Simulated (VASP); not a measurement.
```yaml
crystal:
  lattice:
    - [0.00000, 1.87510, 1.87510]
    - [1.87510, 0.00000, 1.87510]
    - [1.87510, 1.87510, 0.00000]
  atoms:
    - { symbol: Rh, position: [0.00000, 0.00000, 0.00000] }
```

Computed with PBE GGA with D4 dispersion, VASP's PBE PAW potentials (set 64) (plane waves; VASP 6.6.1). Run with 520 eV cut-off, 16×16×16 Γ-centred mesh, first-order Methfessel-Paxton smearing of 0.10 eV, potentials Rh_pv.

### Question
Give the stress tensor in GPa (positive for a compressed cell).

### Answer

```
9.56  0.00  0.00
0.00  9.56  0.00
0.00  0.00  9.56
```
The pressure is its mean diagonal, 9.56 GPa.

The compound is Rh in the fcc structure. This cell is one point of a volume scan, at 0.97 of the reference volume.
